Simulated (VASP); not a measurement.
# GW on SiC (Moissanite 3C), part 4 of 5

How does the gap of SiC (Moissanite 3C) change from the starting functional to GW? The cell is of the zinc-blende type, one of the forms listed for this formula. The start is a cell from a database of measured crystal structures.

VASP 6.6.1, plane waves and PAW; the level of theory is named at each step.

So far, quasiparticle gap on the mesh (eV): step 3 (G0W0, functional PBE, start PBE, G0W0 on PBE) 2.07; step 7 (G0W0, functional HSE with 0.08 exact exchange, start HSE with 0.08 exact …) 2.20; step 10 (G0W0, functional HSE with 0.16 exact exchange, start HSE with 0.16 exact …) 2.32; step 13 (G0W0, functional HSE with 0.25 exact exchange, start HSE with 0.25 exact …) 2.46.

### 16. G0W0, functional HSE with 0.33 exact exchange, start HSE with 0.33 exact exchange

This step: G0W0 on HSE with 0.33 exact exchange; plane waves and PAW (Si_GW, C_GW) (VASP 6.6.1).

One pass of GW corrects the levels to first order, with G and W from the starting orbitals.

INCAR reads:

```
SYSTEM = SiC
PREC = Accurate
ENCUT = 440
ISMEAR = 0
SIGMA = 0.01
LREAL = .FALSE.
LHFCALC = .TRUE.
AEXX = 0.33
GGA = PE
LASPH = .TRUE.
NBANDS = 64
PRECFOCK = Fast
HFSCREEN = 0.2
ALGO = EVGW0
NELMGW = 1
ENCUTGW = 120
NOMEGA = 64
NBANDSGW = 16
LWAVE = .FALSE.
LCHARG = .FALSE.
```

POSCAR reads:

```
SiC
1.0
    0.0000000000      2.1790000000      2.1790000000
    2.1790000000      0.0000000000      2.1790000000
    2.1790000000      2.1790000000      0.0000000000
Si C
1 1
Direct
    0.0000000000      0.0000000000      0.0000000000
    0.7500000000      0.7500000000      0.7500000000
```

KPOINTS reads:

```
Automatic mesh
0
Gamma
6 6 6
0 0 0
```

Potentials, in the order of the species: Si_GW and C_GW (PBE family, release 64).

The run starts from files that an earlier step left in the folder.

Command:

```sh
$ mpirun -np 8 vasp_std
```

Output:

```text
[banner, memory and clock lines left out]
running    8 mpi-ranks, on    1 nodes
[...]
[... a notice as in an earlier step ...]

 [... a notice as in an earlier step ...]

 LDA part: xc-table for (Slater+PW92), standard interpolation
 found WAVECAR, reading the header
 POSCAR, INCAR and KPOINTS ok, starting setup
[...]
reading WAVECAR
 the WAVECAR file was read successfully
 initial charge from wavefunction
 available memory per node:     66.80 GB, setting MAXMEM to     68398

 The Fermi energy was updated, please check that it is located mid-gap
 values below the HOMO (VB) or above the LUMO (CB) will cause erroneous energies
 E-fermi :   8.2104

 calculate exact exchange contribution
 the WAVEDER file was read successfully
energies w=
    0.000    0.000    0.680    0.000    1.358    0.000    2.033    0.000
    2.704    0.000    3.369    0.000    4.028    0.000    4.679    0.000
    5.321    0.000    5.955    0.000    6.580    0.000    7.197    0.000
[...]
total number of BLAS operations        112.27 Gflops
NQ=  12   -0.3333    0.3333    0.0000,
|.........|.........|.........|.........|.........|.........|.........|.........
 performed       4038000 updates of chi_q(r,r)
 total number of BLAS operations        124.54 Gflops
NQ=  13    0.5000    0.5000    0.0000,
|.........|.........|.........|.........|.........|.........|.........|.........
 performed       4235000 updates of chi_q(r,r)
 total number of BLAS operations        131.02 Gflops
NQ=  14    0.5000    0.3333    0.1667,
|.........|.........|.........|.........|.........|.........|.........|.........
 performed       4748000 updates of chi_q(r,r)
 total number of BLAS operations        146.81 Gflops
NQ=  15   -0.3333    0.3333    0.1667,
|.........|.........|.........|.........|.........|.........|.........|.........
 performed       5228000 updates of chi_q(r,r)
 total number of BLAS operations        161.58 Gflops
NQ=  16   -0.3333    0.5000    0.1667,
|.........|.........|.........|.........|.........|.........|.........|.........
 performed       5616000 updates of chi_q(r,r)
 total number of BLAS operations        173.53 Gflops
 resolving degeneracies of screened two electron integrals

 calculate QP shifts <psi_nk| G(iteration)W_0 |psi_nk>: iteration 1
 entering main loop
```

It took 48 s on 8 MPI ranks of Intel Xeon Platinum 8488C (Sapphire Rapids), shared host; peak memory 1.9 GiB.

Parts of OUTCAR (step 16):

```text
 QP shifts <psi_nk| G(iteration)W_0 |psi_nk>: iteration 1
 for sc-GW calculations column KS-energies equals QP-energies in previous step
 and V_xc(KS)=  KS-energies - (<T + V_ion + V_H > + <T+V_H+V_ion>^1  + <V_x>^1)
 k-point   1 :       0.0000    0.0000    0.0000
  band No.  KS-energies  QP-energies   sigma(KS)   V_xc(KS)     V^pw_x(r,r')   Z            occupation Imag(sigma)
      1     -10.5448      -9.6320     -14.4762     -15.6990     -21.7499       0.7465       2.0000       1.2613
      2       6.9374       7.0298     -15.4862     -15.5992     -17.5097       0.8177       2.0000       0.0461
      3       6.9374       7.0298     -15.4862     -15.5992     -17.5097       0.8177       2.0000       0.0461
      4       6.9374       7.0298     -15.4862     -15.5992     -17.5097       0.8177       2.0000       0.0461
      5      14.9137      15.0166     -11.9379     -12.0649      -7.1273       0.8101       0.0000      -0.0840
      6      15.9641      16.0919     -10.4314     -10.5871      -5.7001       0.8208       0.0000      -0.0804
      7      15.9641      16.0919     -10.4314     -10.5871      -5.7001       0.8208       0.0000      -0.0804
      8      15.9641      16.0919     -10.4314     -10.5871      -5.7001       0.8208       0.0000      -0.0804
    ...

[... 2 parts as in an earlier step ...]

[... 1 further part left out ...]
[key lines of the parts left out:]
E-fermi :   8.2104
```

GW takes the gap from 2.546 to 2.583 eV. That is +512 meV against G0W0 on PBE. The value holds for 64 bands, ENCUTGW = 120 eV and this mesh, and isn't shown to be converged in them.

### 17. Another starting point, functional HSE with 0.42 exact exchange

This step: HSE with 0.42 exact exchange; plane waves and PAW (Si_GW, C_GW) (VASP 6.6.1).

To see how much the result owes to its start, the ground state is made again with HSE with 0.42 exact exchange. EDIFF is tight for accurate orbitals, and a narrow smearing avoids fractional occupations.

INCAR reads:

```
SYSTEM = SiC
PREC = Accurate
ENCUT = 440
EDIFF = 1E-08
NELM = 100
ISMEAR = 0
SIGMA = 0.01
LREAL = .FALSE.
ALGO = Normal
LHFCALC = .TRUE.
AEXX = 0.42
GGA = PE
LASPH = .TRUE.
NBANDS = 10
PRECFOCK = Fast
LORBIT = 11
LWAVE = .TRUE.
LCHARG = .FALSE.
KPAR = 8
HFSCREEN = 0.2
```

POSCAR is that of step 16.

KPOINTS is that of step 16.

Command:

```sh
$ mpirun -np 8 vasp_std
```

Output:

```text
[... set-up lines as in an earlier step ...]
 entering main loop
       N       E                     dE             d eps       ncg     rms          rms(c)
DAV:   1    -0.190738141134E+02   -0.19074E+02   -0.79389E-01   388   0.978E+00    0.411E-01
DAV:   2    -0.190807145737E+02   -0.69005E-02   -0.14952E-02   388   0.897E-01    0.293E-01
DAV:   3    -0.190791178326E+02    0.15967E-02   -0.10275E-03   430   0.272E-01    0.176E-01
DAV:   4    -0.190785170935E+02    0.60074E-03   -0.33032E-04   422   0.165E-01    0.103E-01
[...]
DAV:  10    -0.190782404677E+02    0.69601E-06   -0.28984E-07   454   0.581E-03    0.370E-03
DAV:  11    -0.190782402342E+02    0.23348E-06   -0.10113E-07   434   0.335E-03    0.213E-03
DAV:  12    -0.190782402340E+02    0.25341E-09   -0.33314E-08   332   0.194E-03
   1 F= -.19078240E+02 E0= -.19078240E+02  d E =-.684150E-33
 writing wavefunctions
```

Run time: 47 s. Hardware: 8 MPI ranks; peak memory 1.8 GiB; 6.1 min of CPU time.

OUTCAR, selected parts (step 17):

```text
 POSITION                                       TOTAL-FORCE (eV/Angst)
 -----------------------------------------------------------------------------------
      0.00000      0.00000      0.00000        -0.000000     -0.000000     -0.000000
      3.26850      3.26850      3.26850         0.000000      0.000000      0.000000
 -----------------------------------------------------------------------------------
    total drift:                               -0.000002      0.000001     -0.000001

  FREE ENERGIE OF THE ION-ELECTRON SYSTEM (eV)
  ---------------------------------------------------
  free  energy   TOTEN  =       -19.0782402340 eV

  energy  without entropy=      -19.0782402340  energy(sigma->0) =      -19.07824023

[... 2 parts as in an earlier step ...]

[... 1 further part left out ...]
[key lines of the parts left out:]
E-fermi :   6.7766
```

### 18. Empty bands, functional HSE with 0.42 exact exchange

The next step needs empty bands that the ground-state run didn't converge, so the Hamiltonian is diagonalised exactly for NBANDS bands, in a single step. LOPTICS writes the k-derivatives of the orbitals (WAVEDER), which give the long-wavelength limit of the screening.

INCAR reads:

```
SYSTEM = SiC
PREC = Accurate
ENCUT = 440
ISMEAR = 0
SIGMA = 0.01
LREAL = .FALSE.
LHFCALC = .TRUE.
AEXX = 0.42
GGA = PE
LASPH = .TRUE.
NBANDS = 64
PRECFOCK = Fast
HFSCREEN = 0.2
ALGO = Exact
NELM = 1
LWAVE = .TRUE.
LCHARG = .FALSE.
LOPTICS = .TRUE.
NEDOS = 1000
CSHIFT = 0.1
```

POSCAR is that of step 17.

KPOINTS is that of step 17.

The run starts from files that an earlier step left in the folder.

Command:

```sh
$ mpirun -np 8 vasp_std
```

Output:

```text
[... set-up lines as in an earlier step ...]
 entering main loop
       N       E                     dE             d eps       ncg     rms          rms(c)
DIA:   1    -0.190782403933E+02   -0.19078E+02    0.00000E+00     0   0.000E+00
   1 F= -.19078240E+02 E0= -.19078240E+02  d E =-.193005E-39
 writing wavefunctions
 optical routines
 imaginary and real dielectric function
 recalculating local potential from charge density
 direction            1
 direction            2
 direction            3
```

Elapsed: 6.1 min, on 8 MPI ranks; peak memory 1.9 GiB; 49 min of CPU time.

Parts of OUTCAR (step 18):

```text
 POSITION                                       TOTAL-FORCE (eV/Angst)
 -----------------------------------------------------------------------------------
      0.00000      0.00000      0.00000        -0.000000     -0.000000     -0.000000
      3.26850      3.26850      3.26850         0.000000      0.000000      0.000000
 -----------------------------------------------------------------------------------
    total drift:                               -0.000002      0.000000     -0.000001

  FREE ENERGIE OF THE ION-ELECTRON SYSTEM (eV)
  ---------------------------------------------------
  free  energy   TOTEN  =       -19.0782403933 eV

  energy  without entropy=      -19.0782403933  energy(sigma->0) =      -19.07824039

[... 2 parts as in an earlier step ...]

[... 1 further part left out ...]
[key lines of the parts left out:]
E-fermi :   6.7854
```

### 19. G0W0, functional HSE with 0.42 exact exchange, start HSE with 0.42 exact exchange

This step: G0W0 on HSE with 0.42 exact exchange; plane waves and PAW (Si_GW, C_GW) (VASP 6.6.1).

G0W0 keeps orbitals and screening fixed and shifts each of the lowest NBANDSGW levels once.

INCAR reads:

```
SYSTEM = SiC
PREC = Accurate
ENCUT = 440
ISMEAR = 0
SIGMA = 0.01
LREAL = .FALSE.
LHFCALC = .TRUE.
AEXX = 0.42
GGA = PE
LASPH = .TRUE.
NBANDS = 64
PRECFOCK = Fast
HFSCREEN = 0.2
ALGO = EVGW0
NELMGW = 1
ENCUTGW = 120
NOMEGA = 64
NBANDSGW = 16
LWAVE = .FALSE.
LCHARG = .FALSE.
```

POSCAR is that of step 18.

KPOINTS is that of step 18.

The run starts from files that an earlier step left in the folder.

Command:

```sh
$ mpirun -np 8 vasp_std
```

Output:

```text
[banner, memory and clock lines left out]
running    8 mpi-ranks, on    1 nodes
[...]
[... a notice as in an earlier step ...]

 [... a notice as in an earlier step ...]

 LDA part: xc-table for (Slater+PW92), standard interpolation
 found WAVECAR, reading the header
 POSCAR, INCAR and KPOINTS ok, starting setup
[...]
reading WAVECAR
 the WAVECAR file was read successfully
 initial charge from wavefunction
 available memory per node:     66.43 GB, setting MAXMEM to     68020

 The Fermi energy was updated, please check that it is located mid-gap
 values below the HOMO (VB) or above the LUMO (CB) will cause erroneous energies
 E-fermi :   8.1413

 calculate exact exchange contribution
 the WAVEDER file was read successfully
energies w=
    0.000    0.000    0.696    0.000    1.391    0.000    2.082    0.000
    2.769    0.000    3.450    0.000    4.124    0.000    4.791    0.000
    5.449    0.000    6.098    0.000    6.738    0.000    7.369    0.000
[...]
total number of BLAS operations        112.27 Gflops
NQ=  12   -0.3333    0.3333    0.0000,
|.........|.........|.........|.........|.........|.........|.........|.........
 performed       4038000 updates of chi_q(r,r)
 total number of BLAS operations        124.54 Gflops
NQ=  13    0.5000    0.5000    0.0000,
|.........|.........|.........|.........|.........|.........|.........|.........
 performed       4235000 updates of chi_q(r,r)
 total number of BLAS operations        131.02 Gflops
NQ=  14    0.5000    0.3333    0.1667,
|.........|.........|.........|.........|.........|.........|.........|.........
 performed       4748000 updates of chi_q(r,r)
 total number of BLAS operations        146.81 Gflops
NQ=  15   -0.3333    0.3333    0.1667,
|.........|.........|.........|.........|.........|.........|.........|.........
 performed       5228000 updates of chi_q(r,r)
 total number of BLAS operations        161.58 Gflops
NQ=  16   -0.3333    0.5000    0.1667,
|.........|.........|.........|.........|.........|.........|.........|.........
 performed       5616000 updates of chi_q(r,r)
 total number of BLAS operations        173.53 Gflops
 resolving degeneracies of screened two electron integrals

 calculate QP shifts <psi_nk| G(iteration)W_0 |psi_nk>: iteration 1
 entering main loop
```

The job ended after 48 s (8 MPI ranks; peak memory 1.9 GiB; 6.2 min of CPU time).

Parts of OUTCAR (step 19):

```text
 QP shifts <psi_nk| G(iteration)W_0 |psi_nk>: iteration 1
 for sc-GW calculations column KS-energies equals QP-energies in previous step
 and V_xc(KS)=  KS-energies - (<T + V_ion + V_H > + <T+V_H+V_ion>^1  + <V_x>^1)
 k-point   1 :       0.0000    0.0000    0.0000
  band No.  KS-energies  QP-energies   sigma(KS)   V_xc(KS)     V^pw_x(r,r')   Z            occupation Imag(sigma)
      1     -11.3384      -9.8843     -14.5816     -16.5063     -21.7636       0.7555       2.0000       1.2397
      2       6.6949       6.9540     -15.5178     -15.8320     -17.5310       0.8245       2.0000       0.0451
      3       6.6949       6.9540     -15.5178     -15.8320     -17.5310       0.8245       2.0000       0.0451
      4       6.6949       6.9540     -15.5178     -15.8320     -17.5310       0.8245       2.0000       0.0451
      5      15.1661      15.1165     -11.8217     -11.7610      -7.0578       0.8176       0.0000      -0.0826
      6      16.2082      16.1887     -10.3523     -10.3289      -5.6851       0.8275       0.0000      -0.0785
      7      16.2082      16.1887     -10.3523     -10.3289      -5.6851       0.8275       0.0000      -0.0785
      8      16.2082      16.1887     -10.3523     -10.3289      -5.6851       0.8275       0.0000      -0.0785
    ...

[... 2 parts as in an earlier step ...]

[... 1 further part left out ...]
[key lines of the parts left out:]
E-fermi :   8.1413
```

GW takes the gap from 2.893 to 2.718 eV. That is +647 meV against G0W0 on PBE. The value holds for 64 bands, ENCUTGW = 120 eV and this mesh, and isn't shown to be converged in them.

### 20. Another starting point, functional HSE with 0.50 exact exchange

This step: HSE with 0.50 exact exchange; plane waves and PAW (Si_GW, C_GW) (VASP 6.6.1).

To see how much the result owes to its start, the ground state is made again with HSE with 0.50 exact exchange. EDIFF is tight for accurate orbitals, and a narrow smearing avoids fractional occupations.

INCAR reads:

```
SYSTEM = SiC
PREC = Accurate
ENCUT = 440
EDIFF = 1E-08
NELM = 100
ISMEAR = 0
SIGMA = 0.01
LREAL = .FALSE.
ALGO = Normal
LHFCALC = .TRUE.
AEXX = 0.5
GGA = PE
LASPH = .TRUE.
NBANDS = 10
PRECFOCK = Fast
LORBIT = 11
LWAVE = .TRUE.
LCHARG = .FALSE.
KPAR = 8
HFSCREEN = 0.2
```

POSCAR is that of step 19.

KPOINTS is that of step 19.

Command:

```sh
$ mpirun -np 8 vasp_std
```

Output:

```text
[... set-up lines as in an earlier step ...]
 entering main loop
       N       E                     dE             d eps       ncg     rms          rms(c)
DAV:   1    -0.198592619626E+02   -0.19859E+02   -0.10982E+00   380   0.116E+01    0.478E-01
DAV:   2    -0.198709313928E+02   -0.11669E-01   -0.24967E-02   386   0.117E+00    0.349E-01
DAV:   3    -0.198685459843E+02    0.23854E-02   -0.16281E-03   428   0.337E-01    0.211E-01
DAV:   4    -0.198675974494E+02    0.94853E-03   -0.55020E-04   424   0.212E-01    0.123E-01
[...]
DAV:  13    -0.198671714799E+02    0.68864E-07   -0.16126E-08   206   0.135E-03    0.774E-04
DAV:  14    -0.198671714489E+02    0.31024E-07   -0.79535E-09   196   0.803E-04    0.438E-04
DAV:  15    -0.198671714444E+02    0.44343E-08   -0.24234E-09   172   0.507E-04
   1 F= -.19867171E+02 E0= -.19867171E+02  d E =-.805661E-34
 writing wavefunctions
```

The job ended after 63 s (8 MPI ranks; peak memory 1.8 GiB; 8.3 min of CPU time).

OUTCAR, selected parts (step 20):

```text
 POSITION                                       TOTAL-FORCE (eV/Angst)
 -----------------------------------------------------------------------------------
      0.00000      0.00000      0.00000         0.000000      0.000000      0.000000
      3.26850      3.26850      3.26850        -0.000000     -0.000000     -0.000000
 -----------------------------------------------------------------------------------
    total drift:                               -0.000002      0.000000     -0.000001

  FREE ENERGIE OF THE ION-ELECTRON SYSTEM (eV)
  ---------------------------------------------------
  free  energy   TOTEN  =       -19.8671714444 eV

  energy  without entropy=      -19.8671714444  energy(sigma->0) =      -19.86717144

[... 2 parts as in an earlier step ...]

[... 1 further part left out ...]
[key lines of the parts left out:]
E-fermi :   6.5583
```

### 21. Empty bands, functional HSE with 0.50 exact exchange

The next step needs empty bands that the ground-state run didn't converge, so the Hamiltonian is diagonalised exactly for NBANDS bands, in a single step. LOPTICS writes the k-derivatives of the orbitals (WAVEDER), which give the long-wavelength limit of the screening.

INCAR reads:

```
SYSTEM = SiC
PREC = Accurate
ENCUT = 440
ISMEAR = 0
SIGMA = 0.01
LREAL = .FALSE.
LHFCALC = .TRUE.
AEXX = 0.5
GGA = PE
LASPH = .TRUE.
NBANDS = 64
PRECFOCK = Fast
HFSCREEN = 0.2
ALGO = Exact
NELM = 1
LWAVE = .TRUE.
LCHARG = .FALSE.
LOPTICS = .TRUE.
NEDOS = 1000
CSHIFT = 0.1
```

POSCAR is that of step 20.

KPOINTS is that of step 20.

The WAVECAR or CHGCAR of an earlier step is read.

Command:

```sh
$ mpirun -np 8 vasp_std
```

Output:

```text
[... set-up lines as in an earlier step ...]
 entering main loop
       N       E                     dE             d eps       ncg     rms          rms(c)
DIA:   1    -0.198671714051E+02   -0.19867E+02    0.00000E+00     0   0.000E+00
   1 F= -.19867171E+02 E0= -.19867171E+02  d E =-.501176E-34
 writing wavefunctions
 optical routines
 imaginary and real dielectric function
 recalculating local potential from charge density
 direction            1
 direction            2
 direction            3
```

The job ended after 5.6 min (8 MPI ranks; peak memory 1.9 GiB).

From OUTCAR (step 21):

```text
 POSITION                                       TOTAL-FORCE (eV/Angst)
 -----------------------------------------------------------------------------------
      0.00000      0.00000      0.00000        -0.000000      0.000000     -0.000000
      3.26850      3.26850      3.26850         0.000000     -0.000000      0.000000
 -----------------------------------------------------------------------------------
    total drift:                               -0.000002      0.000000     -0.000001

  FREE ENERGIE OF THE ION-ELECTRON SYSTEM (eV)
  ---------------------------------------------------
  free  energy   TOTEN  =       -19.8671714051 eV

  energy  without entropy=      -19.8671714051  energy(sigma->0) =      -19.86717141

[... 2 parts as in an earlier step ...]

[... 1 further part left out ...]
[key lines of the parts left out:]
E-fermi :   6.5586
```

(Part 4 of 5 ends here.)

[Lines on the potential files, build, host, timing and source positions are cut from VASP's logs without a mark.]

[Logs are printed without paths, hosts, clocks, repeated set-up lines and the standing remarks that a program may print on its own settings, such as how far it seeks lower states.]

[Hosts, paths, dates, database ids (printed as entryN), source tags and the programs' standing remarks are cut or masked in the printed files.]

[Pressures printed for these runs are not shown converged in the cutoff: they can be off by several GPa and have the wrong sign.]
